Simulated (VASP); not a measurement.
Calculation: LDA (Ceperley-Alder, Perdew-Zunger), VASP's LDA PAW potentials (set 64) (plane waves; VASP).

A VASP calculation is set up with these files.

POSCAR:
```
NiSb
1
    1.8171787869    -3.1474462680    -0.0000000000
    1.8171787869     3.1474462680    -0.0000000000
    0.0000000000    -0.0000000000     4.7105675044
Ni Sb
2 2
Direct
  0.0000000000   0.0000000000   0.5000000000
  0.0000000000   0.0000000000   0.0000000000
  0.3333330000   0.6666670000   0.2500000000
  0.6666670000   0.3333330000   0.7500000000
```

**INCAR**
```
! general
SYSTEM =NiSb
PREC   =Accurate
ENCUT  =500
LREAL  =.FALSE.
LASPH  =.TRUE.

! electronic loop
EDIFF  =1E-6
NELM   =100
ALGO   =Normal
LMAXMIX=4

! smearing
ISMEAR =1
SIGMA  =0.1

! ions
IBRION =2
NSW    =40
ISIF   =3
EDIFFG =-0.02
PSTRESS=450

! output
LWAVE  =.FALSE.
LCHARG =.FALSE.
```

File KPOINTS:
```
Automatic mesh
0
Gamma
10 10 7
0 0 0
```

POTCAR, in this order: Ni Sb (LDA.64 set). Program: vasp_std.

What VASP printed:

File OSZICAR:
```
       N       E                     dE             d eps       ncg     rms          rms(c)
DAV:   1     0.179788491936E+03    0.17979E+03   -0.12460E+04  2128   0.168E+03
DAV:   2    -0.147211965879E+02   -0.19451E+03   -0.18956E+03  2167   0.336E+02
DAV:   3    -0.240670704235E+02   -0.93459E+01   -0.91642E+01  2409   0.937E+01
DAV:   4    -0.243001590058E+02   -0.23309E+00   -0.23224E+00  2406   0.142E+01
DAV:   5    -0.243077859729E+02   -0.76270E-02   -0.76260E-02  2708   0.267E+00    0.165E+01
DAV:   6    -0.247623557436E+02   -0.45457E+00   -0.21816E+01  2304   0.928E+01    0.117E+01
DAV:   7    -0.229180205386E+02    0.18443E+01   -0.90269E+00  2318   0.685E+01    0.629E+00
DAV:   8    -0.228390271983E+02    0.78993E-01   -0.73106E-01  2268   0.572E+00    0.176E+00
DAV:   9    -0.227988540596E+02    0.40173E-01   -0.14830E-01  2429   0.783E+00    0.535E-01
DAV:  10    -0.227995564258E+02   -0.70237E-03   -0.10975E-02  2235   0.102E+00    0.267E-01
DAV:  11    -0.227989012861E+02    0.65514E-03   -0.89451E-04  3249   0.498E-01    0.554E-02
DAV:  12    -0.227989106504E+02   -0.93643E-05   -0.18678E-04  3260   0.148E-01    0.274E-02
DAV:  13    -0.227989082638E+02    0.23865E-05   -0.11617E-05  2633   0.505E-02    0.136E-02
DAV:  14    -0.227989078294E+02    0.43438E-06   -0.12751E-06  1187   0.162E-02
   1 F= -.76646495E+01 E0= -.76646319E+01  d E =-.766465E+01
```

**OUTCAR**
```
------------------------ aborting loop because EDIFF is reached ----------------------------------------
  FORCE on cell =-STRESS in cart. coord.  units (eV):
  Direction    XX          YY          ZZ          XY          YZ          ZX
  --------------------------------------------------------------------------------------
  Total       15.1433978     15.1434005     15.0737976      0.0000000     -0.0000000      0.0000000
  in kB      450.2717512    450.2718320    448.2022684      0.0000000     -0.0000000      0.0000000
  external PRESSURE =      -0.4180495 kB  Pullay stress =     450.0000000 kB
  volume of cell :       53.88
      direct lattice vectors                 reciprocal lattice vectors
     1.817178787 -3.147446268  0.000000000     0.275151792 -0.158858947  0.000000000
     1.817178787  3.147446268  0.000000000     0.275151792  0.158858947  0.000000000
     0.000000000  0.000000000  4.710567504     0.000000000  0.000000000  0.212288647
 POSITION                                       TOTAL-FORCE (eV/Angst)
 -----------------------------------------------------------------------------------
      0.00000      0.00000      2.35528        -0.000000     -0.000000      0.000000
      0.00000      0.00000      0.00000         0.000000     -0.000000      0.000000
      1.81718      1.04915      1.17764         0.000000     -0.000000      0.000000
      1.81718     -1.04915      3.53293         0.000000      0.000000     -0.000000
 -----------------------------------------------------------------------------------
    total drift:                                0.000000      0.000000      0.000000
  FREE ENERGIE OF THE ION-ELECTRON SYSTEM (eV)
  ---------------------------------------------------
  free  energy   TOTEN  =       -22.7989078294 eV

  energy  without entropy=      -22.7988550863  energy(sigma->0) =      -22.79889025
  enthalpy is  TOTEN    =        -7.6646495279 eV   P V=       15.1342583015

 reached required accuracy - stopping structural energy minimisation
```
(Selected blocks of OUTCAR.)

OUTCAR:
```
 val. band max:       14.0503984857   @ k =   0.3000   0.1000   0.4286

 cond. band min:      14.0891411529   @ k =   0.5000   0.0000   0.0000


 Fermi energy:        14.0607375688

 k-point     1 :       0.0000    0.0000    0.0000
  band No.  band energies     occupation
      1      -1.3103      2.00000
      2       5.0215      2.00000
      3       5.9936      2.00000
      4       8.5623      2.00000
      5       8.5623      2.00000
      6       9.3868      2.00000
      7      10.1646      2.00000
      8      10.1646      2.00000
      9      10.8931      2.00000
     10      10.8931      2.00000
     11      11.9952      2.00000
     12      11.9952      2.00000
     13      13.9141      2.05829
     14      14.7130     -0.00000
     15      14.7131     -0.00000
     16      17.1215      0.00000
     17      17.1215      0.00000
     18      17.3036      0.00000
     19      19.2492      0.00000

 k-point     2 :       0.1000    0.0000    0.0000
  band No.  band energies     occupation
      1      -1.1525      2.00000
      2       4.9816      2.00000
      3       6.1698      2.00000
      4       8.5495      2.00000
      5       8.6049      2.00000
      6       9.3500      2.00000
      7      10.0648      2.00000
      8      10.1003      2.00000
      9      10.7929      2.00000
     10      10.9222      2.00000
     11      11.9852      2.00000
     12      11.9976      2.00000
     13      13.6482      2.00000
     14      13.8502      2.01121
     15      14.1187      0.17893
     16      16.3448      0.00000
     17      17.6899      0.00000
     18      18.8315      0.00000
     19      18.8877      0.00000

 k-point     3 :       0.2000    0.0000    0.0000
  band No.  band energies     occupation
      1      -0.6839      2.00000
      2       4.8256      2.00000
      3       6.6865      2.00000
      4       8.3550      2.00000
      5       8.7233      2.00000
      6       9.2227      2.00000
      7       9.8696      2.00000
...
```

Unless said otherwise, spin-orbit coupling is left out, though it shifts the bands of the heavy elements here.

The compound is NiSb in the NiAs type structure. It was relaxed first under an external pressure of 45 GPa. The run is not spin-polarised, so no magnetic state was tried.
